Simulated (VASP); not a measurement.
Pt:

```xyz
1
Lattice="0.0000 1.9609 1.9609 1.9609 0.0000 1.9609 1.9609 1.9609 0.0000" Properties=species:S:1:pos:R:3 pbc="T T T"
Pt    0.0000    0.0000    0.0000
```

```yaml
Program: VASP 6.6.1
Task: relaxation of cell and atoms
Functional: PBE
Potentials_or_basis: VASP PAW PBE potentials, release 64 (Pt)
Cutoff: 520 eV
k_mesh: 18 × 18 × 18
Occupations: gaussian, width 0.3 eV
Spin: no spin polarisation
```

At the start: pressure 10.1 GPa; volume 15.08 Å³/atom.

Question: Where does the relaxation end?

Answer: Over 17 steps the energy falls by 17.1 meV/atom and the volume is 15.65 Å³/atom (+3.8 %); space group Fm-3m (No. 225, to 0.05 Å).

Step by step:
```csv
step,energy change (eV),largest force (eV/Å),pressure (GPa),volume (Å³)
1,0.0000,0.0000,10.07,15.08
2,0.0841,0.0000,-18.22,17.24
3,-0.0171,0.0000,-0.35,15.67
4,-0.0171,0.0000,-0.03,15.65
5,-0.0171,0.0000,0.16,15.64
6,-0.0171,0.0000,0.16,15.64
7,-0.0171,0.0000,0.13,15.64
8,-0.0171,0.0000,0.13,15.64
9,-0.0171,0.0000,0.13,15.64
10,-0.0171,0.0000,0.13,15.64
11,-0.0171,0.0000,0.13,15.64
12,-0.0171,0.0000,0.13,15.64
13,-0.0171,0.0000,0.11,15.64
14,-0.0171,0.0000,0.08,15.64
15,-0.0171,0.0000,0.04,15.64
16,-0.0171,0.0000,-0.06,15.65
17,-0.0171,0.0000,0.00,15.65
```

Final structure:
```
Pt
1.0
     0.00000    1.98520    1.98520
     1.98520    0.00000    1.98520
     1.98520    1.98520    0.00000
Pt
1
Direct
  0.00000 0.00000 0.00000
```
